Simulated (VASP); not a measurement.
Input of a VASP 6.6.1 run:

The input INCAR:

```
PREC = Accurate ; ENCUT = 520
EDIFF = 1E-6 ; ISMEAR = 0
SIGMA = 0.02 ; LREAL = F
LASPH = T ; NELM = 100
ALGO = Fast ; ISIF = 2
LWAVE = F ; LCHARG = T
LELF = T ; LVHAR = T
NBANDS = 11
```

The input KPOINTS:

```
regular mesh
0
Gamma
  8 8 8
```

POSCAR

```
MgS
1.0
    0.0000000000      2.7969475073      2.7969475073
    2.7969475073      0.0000000000      2.7969475073
    2.7969475073      2.7969475073      0.0000000000
Mg S
1 1
Direct
    0.0000000000      0.0000000000      0.0000000000
    0.2500000000      0.2500000000      0.2500000000
```

Potentials or basis: VASP PAW LDA potentials, release 64 (Mg, S).

The run is started by

```console
$ cat potpaw_LDA.64/Mg/POTCAR potpaw_LDA.64/S/POTCAR > POTCAR
$ mpirun -np 1 vasp_std > vasp.out
```

Task: Estimate the pressure.

Result: -0.3 GPa.

Task: Estimate the band gap on the k mesh.

Result: 3.38 eV, direct.

A k mesh can miss the band edges.
